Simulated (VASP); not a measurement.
Output of a VASP run:

File OSZICAR:
```
       N       E                     dE             d eps       ncg     rms          rms(c)
DAV:   1     0.126015951806E+03    0.12602E+03   -0.63961E+03   288   0.102E+03
DAV:   2    -0.258042910902E+02   -0.15182E+03   -0.13431E+03   492   0.217E+02
DAV:   3    -0.406369365504E+02   -0.14833E+02   -0.14618E+02   324   0.851E+01
DAV:   4    -0.410246303365E+02   -0.38769E+00   -0.38641E+00   384   0.168E+01
DAV:   5    -0.410337705100E+02   -0.91402E-02   -0.91250E-02   360   0.259E+00    0.905E+00
DAV:   6    -0.391990680119E+02    0.18347E+01   -0.17030E+00   348   0.915E+00    0.526E+00
DAV:   7    -0.385561077221E+02    0.64296E+00   -0.22215E+00   356   0.104E+01    0.125E+00
DAV:   8    -0.385530865303E+02    0.30212E-02   -0.92729E-02   348   0.214E+00    0.136E-01
DAV:   9    -0.385523817870E+02    0.70474E-03   -0.29107E-03   376   0.422E-01    0.893E-02
DAV:  10    -0.385505528884E+02    0.18289E-02   -0.26170E-03   336   0.297E-01    0.748E-02
DAV:  11    -0.385504239364E+02    0.12895E-03   -0.40459E-04   344   0.135E-01    0.319E-02
DAV:  12    -0.385509556926E+02   -0.53176E-03   -0.37628E-04   332   0.119E-01    0.140E-02
DAV:  13    -0.385512455909E+02   -0.28990E-03   -0.78752E-05   312   0.543E-02    0.108E-02
DAV:  14    -0.385516321949E+02   -0.38660E-03   -0.18706E-05   320   0.242E-02    0.577E-03
DAV:  15    -0.385518650732E+02   -0.23288E-03   -0.15925E-05   324   0.182E-02    0.426E-03
DAV:  16    -0.385519330702E+02   -0.67997E-04   -0.28259E-06   324   0.843E-03    0.145E-03
DAV:  17    -0.385519495959E+02   -0.16526E-04   -0.58446E-07   256   0.361E-03    0.463E-04
DAV:  18    -0.385519573080E+02   -0.77121E-05   -0.30716E-07   212   0.224E-03    0.765E-04
DAV:  19    -0.385519585004E+02   -0.11924E-05   -0.28029E-08   224   0.107E-03    0.134E-04
DAV:  20    -0.385519589705E+02   -0.47006E-06   -0.79946E-09   212   0.505E-04
   1 F= -.38551959E+02 E0= -.38551262E+02  d E =-.385520E+02
```

OUTCAR:
```
------------------------ aborting loop because EDIFF is reached ----------------------------------------
  FORCE on cell =-STRESS in cart. coord.  units (eV):
  Direction    XX          YY          ZZ          XY          YZ          ZX
  --------------------------------------------------------------------------------------
  Total        0.0316185      0.0316186     -0.0479159     -0.0000000      0.0000000     -0.0000000
  in kB        0.3868176      0.3868178     -0.5861981     -0.0000000      0.0000000     -0.0000000
  external PRESSURE =       0.0624791 kB  Pullay stress =       0.0000000 kB
  volume of cell :      130.96
      direct lattice vectors                 reciprocal lattice vectors
     2.460967427  0.000000000  0.000000000     0.406344265  0.234602924  0.000000000
    -1.230483714  2.131260735  0.000000000     0.000000000  0.469205848  0.000000000
     0.000000000  0.000000000 24.969148467     0.000000000  0.000000000  0.040049423
 POSITION                                       TOTAL-FORCE (eV/Angst)
 -----------------------------------------------------------------------------------
      0.00000      0.00000     14.26963         0.000000     -0.000000     -0.009626
      0.00000      0.00000     10.69952         0.000000      0.000000      0.009626
     -0.00000      1.42084     10.69907         0.000000      0.000000     -0.001636
      1.23048      0.71042     14.27008        -0.000000      0.000000      0.001636
 -----------------------------------------------------------------------------------
    total drift:                                0.000000      0.000000      0.000000
  FREE ENERGIE OF THE ION-ELECTRON SYSTEM (eV)
  ---------------------------------------------------
  free  energy   TOTEN  =       -38.5519589705 eV

  energy  without entropy=      -38.5505659098  energy(sigma->0) =      -38.55126244

 reached required accuracy - stopping structural energy minimisation
```
(Selected blocks of OUTCAR.)

### POSCAR
```
C
1
    2.4609674271    -0.0000000000     0.0000000000
   -1.2304837136     2.1312607346    -0.0000000000
    0.0000000000    -0.0000000000    24.9691484674
C
4
Direct
  0.0000000000   0.0000000000   0.5714904429
  0.0000000000   0.0000000000   0.4285095571
  0.3333330000   0.6666670000   0.4284914030
  0.6666670000   0.3333330000   0.5715085970
```

Problem. Reconstruct the remaining input files.

Solution. Several could match; the one computed here: the input of the run itself, PBEsol GGA, plane waves, VASP's PBE PAW potentials (set 64).

### KPOINTS
```
Automatic mesh
0
Gamma
9 9 1
0 0 0
```

**INCAR**
```
ALGO=Normal
EDIFF=1E-6
EDIFFG=-0.02
ENCUT=520
GGA=PS
IBRION=2
ISIF=3
ISMEAR=0
LASPH=.True.
LCHARG=.False.
LREAL=.False.
LWAVE=.False.
NELM=100
NSW=60
PREC=Accurate
SIGMA=0.05
SYSTEM=C
```

POTCAR, in this order: C (PBE.64 set). Program: vasp_std.

The cell holds a wide vacuum, so values per volume refer to the whole cell.

The cell is a sheet with vacuum, built from a database entry that may be metastable or hypothetical.
